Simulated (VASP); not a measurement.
An input for Quantum ESPRESSO's pw.x (written as the equivalent of a VASP run, and not itself run):

```
&CONTROL
  calculation = 'vc-relax'
  pseudo_dir = './pseudo'
  outdir = './out'
  tprnfor = .true.
  tstress = .true.
  nstep = 40
  forc_conv_thr = 0.00078
/
&SYSTEM
  ibrav = 0
  nat = 2
  ntyp = 2
  ecutwfc = 92
  occupations = 'smearing'
  smearing = 'gaussian'
  degauss = 0.003675
  input_dft = 'pbe'
/
&ELECTRONS
  conv_thr = 7.3e-08
  electron_maxstep = 100
/
&IONS
/
&CELL
  press = 200
/
ATOMIC_SPECIES
  Cu 63.546 Cu.upf
  I 126.904 I.upf
CELL_PARAMETERS angstrom
    -0.0000000    2.7875485    2.7875485
     2.7875485    0.0000000    2.7875485
     2.7875485    2.7875485    0.0000000
ATOMIC_POSITIONS crystal
  Cu   0.0000000  1.0000000  0.0000000
  I    0.2500000  0.2500000  0.2500000
K_POINTS automatic
  8 8 8 0 0 0
```

Problem. Translate this input to VASP (INCAR, KPOINTS, POSCAR, choice of POTCAR).

Solution. This is not unique; one that fits is 
File POSCAR:
```
CuI
1
   -0.0000000000     2.7875484907     2.7875484907
    2.7875484907     0.0000000000     2.7875484907
    2.7875484907     2.7875484907     0.0000000000
Cu I
1 1
Direct
  0.0000000000   1.0000000000   0.0000000000
  0.2500000000   0.2500000000   0.2500000000
```

KPOINTS:
```
Automatic mesh
0
Gamma
8 8 8
0 0 0
```

**INCAR**
```
! general
SYSTEM  = CuI
PREC    = Accurate
ENCUT   = 500
LREAL   = .FALSE.
LASPH   = .TRUE.

! electronic loop
EDIFF   = 1E-6
NELM    = 100
ALGO    = Normal
LMAXMIX = 4

! smearing
ISMEAR  = 0
SIGMA   = 0.05

! functional
GGA     = PE

! ions
IBRION  = 2
NSW     = 40
ISIF    = 3
EDIFFG  = -0.02
PSTRESS = 200

! output
LWAVE   = .FALSE.
LCHARG  = .FALSE.
```

POTCAR, in this order: Cu I (PBE.64 set). Program: vasp_std.

What does not carry over: the potentials are each code's own (VASP's PAW set, PseudoDojo norm-conserving files in pw.x), so ENCUT and ecutwfc are chosen apart and not converted; conv_thr bounds pw.x's estimated SCF error, while EDIFF bounds the energy change between steps; forc_conv_thr acts on force components and is met together with etot_conv_thr.

The compound is CuI in the zinc blende structure. It was relaxed first under an external pressure of 20 GPa.
